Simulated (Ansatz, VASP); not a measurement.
# SiHg2: VASP beside Ansatz, part 2 of 2

Aim: how closely do two programs agree when they are given the same cell, functional and k mesh? The cell is generated by rule, not measured, and may not be a known phase. The cell is taken from a series of runs on this material, whose earlier steps may have relaxed, scaled, displaced or heated it; both programs get it as it stands.

VASP 6.6.1 and Ansatz 0.2.0.

So far: Set-up; Ansatz: relaxation of cell and atoms, PBEsol; VASP: relaxation of cell and atoms, PBEsol.

The structure was built from a prototype and need not be the compound's stable phase.

### 4. Side by side

Known differences besides the potentials themselves: the data sets hold 44 valence electrons in Ansatz (on its default PAW (the set named soft_2) files) and 28 in VASP; the cutoff is 420 eV in Ansatz and 500 eV in VASP; Ansatz makes its cores anew for this functional, VASP keeps those of its PBE data sets; Ansatz adds a Pulay correction to the stress that steers its cell, VASP none. Total energies have different zeros and are not compared.

Compared:

```tsv
quantity	Ansatz	VASP	difference
volume (Å³)	66.36	66.71	-0.52 %
edge a after relaxation, in the typed setting (Å)	4.544	4.552	-0.17 %
```

### 5. VASP: zone-centre phonons, PBEsol

Second derivatives magnify differences that forces hide, and they need a tight electronic threshold.

Contents of INCAR:

```
SYSTEM = SiHg2
PREC = Accurate
ENCUT = 500
EDIFF = 1E-08
NELM = 120
ISMEAR = 1
SIGMA = 0.15
LREAL = .FALSE.
ALGO = Normal
GGA = PS
NBANDS = 20
LORBIT = 11
LWAVE = .FALSE.
LCHARG = .FALSE.
ISIF = 2
IBRION = 8
LASPH = .TRUE.
GGA_COMPAT = .FALSE.
KPAR = 2
```

Contents of POSCAR:

```
SiHg2
1.0
    0.0000000000      3.2133606144      3.2133606144
    3.2133606144      0.0000000000      3.2133606144
    3.2133606144      3.2133606144      0.0000000000
Si Hg
1 2
Direct
    0.0000000000      0.0000000000      0.0000000000
    0.2500000000      0.2500000000      0.2500000000
    0.7500000000      0.7500000000      0.7500000000
```

Contents of KPOINTS:

```
Automatic mesh
0
Gamma
12 12 12
0 0 0
```

The projector-augmented-wave data sets are Si and Hg (PBE family, release 64).

Run with:

```console
> mpirun -np 2 vasp_std
```

Numbers of over 12 decimals in the logs are rounded to 6 here.

The log of the run:

```text
[banner, memory and clock lines left out]
running    2 mpi-ranks, on    1 nodes
[...]
[... a notice as in an earlier step ...]

 LDA part: xc-table for (Slater+PW92), standard interpolation
 POSCAR, INCAR and KPOINTS ok, starting setup
[...]
entering main loop
       N       E                     dE             d eps       ncg     rms          rms(c)
DAV:   1     0.186686686000E+03    0.18669E+03   -0.13380E+04  2880   0.125E+03
DAV:   2    -0.830368212597E+00   -0.18752E+03   -0.18051E+03  3044   0.316E+02
DAV:   3    -0.652173052752E+01   -0.56914E+01   -0.56376E+01  3464   0.574E+01
DAV:   4    -0.654967904447E+01   -0.27949E-01   -0.27936E-01  3080   0.373E+00
[...]
DAV:  14    -0.605758662536E+01    0.64616E-07   -0.30613E-07  3160   0.551E-03    0.119E-03
DAV:  15    -0.605758659187E+01    0.33486E-07   -0.33907E-08  3028   0.109E-03    0.512E-04
DAV:  16    -0.605758659480E+01   -0.29295E-08   -0.72765E-10  1604   0.209E-04
   1 F= -.60575866E+01 E0= -.60579525E+01  d E =0.109782E-02
[...]
RMM:   9    -0.185273720568E-01    0.14838E-06    0.98744E-10 10382   0.460E-05    0.983E-06
RMM:  10    -0.185274026358E-01   -0.30579E-07   -0.11852E-08 10001   0.201E-05    0.408E-06
RMM:  11    -0.185273938176E-01    0.88182E-08   -0.56027E-09  9361   0.135E-05    0.799E-07
 first order change of Fermi-energy   0.50329E-03
 force on displaced ion       1 direction 1 :  -1.641   0.000   0.000
 Linear response progress:
  Degree of freedom:   2/  2
       N       E                     dE             d eps       ncg     rms          rms(c)
RMM:   1    -0.379103327579E+00   -0.37910E+00   -0.15700E-01 17719   0.271E+00
RMM:   2    -0.377106395441E+00    0.19969E-02   -0.13822E-03 16956   0.286E-01    0.710E-02
RMM:   3    -0.376636710902E+00    0.46968E-03   -0.84030E-05 17993   0.519E-02    0.425E-02
RMM:   4    -0.376284449527E+00    0.35226E-03   -0.41910E-05 17959   0.363E-02    0.140E-02
[...]
RMM:   9    -0.376221398730E+00    0.12745E-06   -0.71015E-09 19287   0.518E-05    0.795E-06
RMM:  10    -0.376221388341E+00    0.10389E-07   -0.64320E-09 19027   0.443E-05    0.101E-06
RMM:  11    -0.376221389435E+00   -0.10942E-08   -0.13396E-09 12536   0.388E-05    0.212E-07
 first order change of Fermi-energy  -0.32026E-04
 force on displaced ion       2 direction 1 :  -2.400  -0.000  -0.000
 Linear response finished
```

Parts of OUTCAR (step 5):

```text
  Total        0.1367821      0.1367821      0.1367821      0.0000000      0.0000000     -0.0000000
  in kB        3.3024129      3.3024129      3.3024129      0.0000000      0.0000000     -0.0000000
  external PRESSURE =       3.3024129 kB  Pullay stress =       0.0000000 kB

 POSITION                                       TOTAL-FORCE (eV/Angst)
 -----------------------------------------------------------------------------------
      0.00000      0.00000      0.00000         0.000000      0.000000      0.000000
      1.60668      1.60668      1.60668         0.000000      0.000000      0.000000
      4.82004      4.82004      4.82004        -0.000000     -0.000000     -0.000000
 -----------------------------------------------------------------------------------
    total drift:                                0.000000      0.000000      0.000000

[... 1 part as in an earlier step ...]

[... 1 further part left out ...]
```

### 6. Ansatz: zone-centre phonons, PBEsol

The same cell, functional, mesh and smearing now go to Ansatz, which takes its cutoff from its data sets.

The cell is taken from a series of runs on this material, whose earlier steps may have relaxed, scaled, displaced or heated it; both programs get it as it stands.

Contents of input.yaml:

```yaml
crystal:
  lattice:
    - [0.0, 3.2133606144, 3.2133606144]
    - [3.2133606144, 0.0, 3.2133606144]
    - [3.2133606144, 3.2133606144, 0.0]
  atoms:
    - { symbol: Si, position: [0.0, 0.0, 0.0] }
    - { symbol: Hg, position: [0.25, 0.25, 0.25] }
    - { symbol: Hg, position: [0.75, 0.75, 0.75] }
kpoints:
  mp_grid: { grid: [12, 12, 12] }
hamiltonian:
  xc: pbesol
scf:
  occupations: { method: methfessel_paxton, width: 0.15 }
output:
  eigenvalues: true
phonons:
  method: dfpt
```

Run with:

```console
> ansatz run input.yaml --threads 4 --pin off --max-ram 7168MiB --backend cpu --events-out ev --progress --plain --runs-dir out
```

The log of the run:

```text
zone centre: on kpoints.mp_grid the ground state, and the responses unless they are solved on pairs of k-points, stand on 163 of the mesh's 1728 k-points, reduced under 8 symmetry operations, with k and −k counted as one. Each operation leaves every solved displacement unchanged or reverses it
[...]
Crystal: 3 atoms, lattice volume = 66.360 Å³
[...]
k mesh reduced under 8 symmetry operations, with k and −k counted as one. Each operation leaves every solved displacement unchanged or reverses it
  ASR residual: 3.022e-5 → 0.000e0 eV/Å²; symmetrization residual: 7.827e-6 eV/Å²
  ASR residual per site (eV/Å²): 1.55e-5 3.02e-5 3.02e-5
  Γ frequencies (cm⁻¹): 0.00 0.00 0.00 71.52 71.52 71.52 127.02 127.02 127.02
  non-analytic LO–TO correction: not included (Born effective charges unavailable; polar crystals: no LO–TO splitting at Γ)
[key lines of the parts left out:]
SCF converged after 10 iterations
Free energy (F): -27956.711675 eV
Fermi energy:    12.714249 eV
```

### 7. Differences

What differs besides the data sets and the points named for the pairs above, as far as they apply: the data sets hold 44 valence electrons in Ansatz (on its default PAW (the set named soft_2) files) and 28 in VASP. Total energies have different zeros and are not compared.

Both answers:

```tsv
quantity	Ansatz	VASP	difference
optical mode 1 to 3 (cm⁻¹)	71.5	73.4	-2.52 %
optical mode 4 to 6 (cm⁻¹)	127.0	130.4	-2.61 %
```

Modes are paired by rising frequency, not by their patterns, so a pair may set unlike modes beside each other; they are those without the splitting of longitudinal modes.

### 8. What came out

```
difference in volume (relaxation of cell and atoms, PBEsol)                                                          : -0.52 %
r.m.s. difference of the optical zone-centre modes, each program's sorted by frequency (zone-centre phonons, PBEsol) : 2.7 cm⁻¹
difference in optical mode 4 to 6 (zone-centre phonons, PBEsol)                                                      : -2.6 %
```

**Reading.** The difference in volume is -0.52 % (relaxation of cell and atoms, PBEsol), within the 1.2 % picked in this series as the mark of a large difference, as far as the stopping tolerances let one tell. The data sets hold unlike numbers of valence electrons (44 in Ansatz and 28 in VASP), so part of the differences may come from the potentials. Among the rows given in per cent, the largest difference of the zone-centre phonons, PBEsol pair is in optical mode 4 to 6, -2.6 %. 1 further pair of this series is not shown here. Such differences can come from data sets, numerical settings and the points named under the comparisons, not from the functional's error against experiment.

[Lines on the potential files, build, host, timing and source positions are cut from VASP's logs without a mark.]

[Logs are printed without paths, hosts, clocks, repeated set-up lines and the standing remarks that a program may print on its own settings, such as how far it seeks lower states.]

[Hosts, paths, dates, database ids (printed as entryN), source tags and the programs' standing remarks are cut or masked in the printed files.]
